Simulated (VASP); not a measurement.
Data:

```
Pt3Ti
1.0
    3.91265     0.00000     0.00000
    0.00000     3.91265     0.00000
    0.00000     0.00000     3.91265
Ti Pt
1 3
Direct
  0.00000   0.00000   0.00000
  0.00000   0.50000   0.50000
  0.50000   0.00000   0.50000
  0.50000   0.50000   0.00000
```

Method: PBE GGA with D4 dispersion, VASP's PBE PAW potentials (set 64) (plane waves; VASP 6.6.1). Numerical set-up: 520 eV cut-off, 7×7×7 Γ-centred mesh, first-order Methfessel-Paxton smearing of 0.10 eV, potentials Ti_sv Pt.

Unless said otherwise, spin-orbit coupling is left out, though it shifts the bands of the heavy elements here.

Problem. Estimate the energy per atom (σ→0), band gap (on the k-mesh) with the smallest direct gap where there is one.

Solution. 
The band gap (on the k-mesh) comes out as none (metal, semimetal or under 0.01 eV) and the energy per atom (σ→0) is -772.5 kJ/mol-atom.

The compound is Pt3Ti in the L1_2 structure. It was relaxed first. The start is the result of an earlier pass.
